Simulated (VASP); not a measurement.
Calculation: revPBE GGA, VASP's PBE PAW potentials (set 64) (plane waves; VASP). For the first row: Numerical set-up: 520 eV cut-off, 9×9×9 Γ-centred mesh, first-order Methfessel-Paxton smearing of 0.10 eV, potentials Al Pt.

```
system            energy (eV/atom)
----------------  ----------------
PtAl₂ (fluorite)           -5.1174
Al (fcc)                   -3.5538
Pt (fcc)                   -5.5747
```

The references are the elements' solids at the same level; no temperature or zero-point terms are added.  Spin-orbit coupling is left out, which shifts such energies by up to tenths of an eV for the heavy elements here.

### Question
What is the formation energy per atom of PtAl₂?

### Answer
The references average (2×(-3.5538) + 1×(-5.5747))/3 = -4.2274 eV, so the formation energy is -5.1174 − (-4.2274) = -0.890 eV/atom.
